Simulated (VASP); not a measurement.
Band gaps of CdBr2 (space group R-3m) from VASP (PAW), without and with spin-orbit coupling. Semilocal levels are at their own relaxed cell, hybrids and mBJ at PBE's; 0.00 means no gap at that level.

The cell of the PBEsol run:

```
CdBr2
1.0
    1.98344     1.14514     6.42804
   -1.98344     1.14514     6.42804
    0.00000    -2.29028     6.42804
Cd Br
1 2
Direct
  0.00000   0.00000   0.00000
  0.74755   0.74755   0.74755
  0.25245   0.25245   0.25245
```

```tsv
level	gap without SOC (eV)	gap with SOC (eV)	shift (eV)
PBEsol	2.80	…	…
```

**Question.** Some entries are withheld; supply them.

**Answer.** 
- PBEsol, gap with SOC (eV): 2.64
- PBEsol, shift (eV): -0.16

Only levels that ran to the end are used. Left out are those held back, those with too coarse a band path, GW runs whose mesh misses a band edge, hybrids' fits of cells that aren't cubic and levels without matching references; a question may draw on a part of the rest.

The structure comes from a computed database's CdBr2 entry (R-3m); how it stands against other phases isn't given here. It was relaxed first. Symmetry was kept, so distortions that lower it aren't found.
